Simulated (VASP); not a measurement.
Band gaps of HfO2 (space group Fm-3m) from VASP (PAW), without and with spin-orbit coupling. Semilocal levels are at their own relaxed cell, hybrids and mBJ at PBE's; 0.00 means no gap at that level. Unless said otherwise, spin-orbit coupling is left out, though it shifts the bands of the heavy elements here.

The cell of the r2SCAN run:

```cif
data_HfO2
_chemical_formula_sum 'Hf1 O2'
_space_group_name_H-M_alt 'P 1'
_space_group_IT_number 1
_cell_length_a 3.55973
_cell_length_b 3.55973
_cell_length_c 3.55973
_cell_angle_alpha 60.000
_cell_angle_beta 60.000
_cell_angle_gamma 60.000
loop_
_space_group_symop_operation_xyz
  'x, y, z'
loop_
_atom_site_label
_atom_site_type_symbol
_atom_site_fract_x
_atom_site_fract_y
_atom_site_fract_z
_atom_site_occupancy
Hf1 Hf 0.00000 0.00000 0.00000 1
O1 O 0.75000 0.75000 0.75000 1
O2 O 0.25000 0.25000 0.25000 1
```

| level | gap without SOC (eV) | gap with SOC (eV) | shift (eV) |
|---|---|---|---|
| r2SCAN | 4.36 | [?] | [?] |

Task: Complete the blanks.

Result: 
- r2SCAN, gap with SOC (eV): 4.34
- r2SCAN, shift (eV): -0.02

Only levels that ran to the end are used. Left out are those held back, those with too coarse a band path, GW runs whose mesh misses a band edge, hybrids' fits of cells that aren't cubic and levels without matching references; a question may draw on a part of the rest.

The structure comes from a computed database's HfO2 entry (Fm-3m); how it stands against other phases isn't given here. It was relaxed first. Symmetry was kept, so distortions that lower it aren't found.
